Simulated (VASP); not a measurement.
A convergence study with VASP on CaSe (rock salt): a few settings are varied, all else stays as given below, so the limit is that of these other settings.

```yaml
crystal:
  lattice:
    - [0.00000, 2.96000, 2.96000]
    - [2.96000, 0.00000, 2.96000]
    - [2.96000, 2.96000, 0.00000]
  atoms:
    - { symbol: Ca, position: [0.00000, 0.00000, 0.00000] }
    - { symbol: Se, position: [0.50000, 0.50000, 0.50000] }
```

These are HSE06 screened hybrid, VASP's PBE PAW potentials (set 64) (plane waves; VASP 6.6.1) values and carry that method's errors. The last row used: 520 eV cut-off, 4×4×4 Γ-centred mesh, Gaussian smearing of 0.050 eV, potentials Ca_sv Se.

```tsv
setting	E (eV/atom)	pressure (GPa)	electronic steps
ENCUT = 300, PRECFOCK = Fast	-5.3505	0.66	19
ENCUT = 520, PRECFOCK = Fast	-5.3469	0.75	19
ENCUT = 300, PRECFOCK = Normal	-5.3507	0.66	19
ENCUT = 400, PRECFOCK = Normal	-5.3464	0.73	19
ENCUT = 520, PRECFOCK = Normal	-5.3468	0.74	19
ENCUT = 300, PRECFOCK = Accurate	-5.3507	0.66	19
ENCUT = 400, PRECFOCK = Accurate	-5.3464	0.73	19
ENCUT = 520, PRECFOCK = Accurate	-5.3468	0.74	19
```

Left out are rungs that failed or repeat a setting and relaxations that didn't move; long series are thinned to 24 rows.

The compound is CaSe in the rock salt structure. The cell was not relaxed at this level.
